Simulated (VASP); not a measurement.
WS2:

```xyz
6
Lattice="3.1800 0.0000 0.0000 -1.5900 2.7540 0.0000 0.0000 0.0000 12.5000" Properties=species:S:1:pos:R:3 pbc="T T T"
W     0.0000    1.8360    3.1250
W     1.5900    0.9180    9.3750
S     0.0000    1.8360    7.8125
S     1.5900    0.9180    1.5625
S     0.0000    1.8360   10.9375
S     1.5900    0.9180    4.6875
```

```yaml
Program: VASP 6.6.1
Task: relaxation of cell and atoms
Functional: PBE
Potentials_or_basis: VASP PAW PBE potentials, release 64 (W_sv, S)
Cutoff: 600 eV
k_mesh: 12 × 12 × 3
Occupations: gaussian, width 0.03 eV
Spin: no spin polarisation
```

At the start: pressure 2.3 GPa; volume 18.24 Å³/atom.

Where does the relaxation end?

Over 13 steps the energy falls by 12.7 meV/atom and the volume is 20.65 Å³/atom (+13.2 %); space group P6_3/mmc (No. 194, to 0.05 Å).

The path:
| step | energy change (eV) | largest force (eV/Å) | pressure (GPa) | volume (Å³) |
| --- | --- | --- | --- | --- |
| 1 | 0.0000 | 0.1311 | 2.28 | 109.47 |
| 2 | 0.0319 | 0.7272 | -4.02 | 113.63 |
| 3 | -0.0117 | 0.1739 | 0.00 | 110.87 |
| 4 | -0.0178 | 0.1672 | 0.03 | 111.29 |
| 5 | -0.0333 | 0.1432 | 0.14 | 112.55 |
| 6 | -0.0533 | 0.0862 | 0.50 | 115.05 |
| 7 | -0.0632 | 0.0831 | 1.73 | 119.98 |
| 8 | -0.0666 | 0.0384 | 1.34 | 120.60 |
| 9 | -0.0721 | 0.0915 | 0.23 | 122.49 |
| 10 | -0.0725 | 0.1296 | -0.08 | 123.05 |
| 11 | -0.0737 | 0.1054 | -0.07 | 123.22 |
| 12 | -0.0758 | 0.0322 | -0.03 | 123.72 |
| 13 | -0.0760 | 0.0042 | -0.01 | 123.91 |

Final structure:
```
W S
1.0
     3.18860    0.00000    0.00000
    -1.59430    2.76141    0.00000
     0.00000    0.00000   14.07311
W S
2 4
Direct
  0.33333 0.66667 0.25000
  0.66667 0.33333 0.75000
  0.33333 0.66667 0.63838
  0.66667 0.33333 0.13838
  0.33333 0.66667 0.86162
  0.66667 0.33333 0.36162
```

Caveat: this functional lacks dispersion, which binds the layers, so the pressure and a relaxed spacing across them are unreliable; the volume moved by +13 % from the deposited cell, more than functionals usually miss.
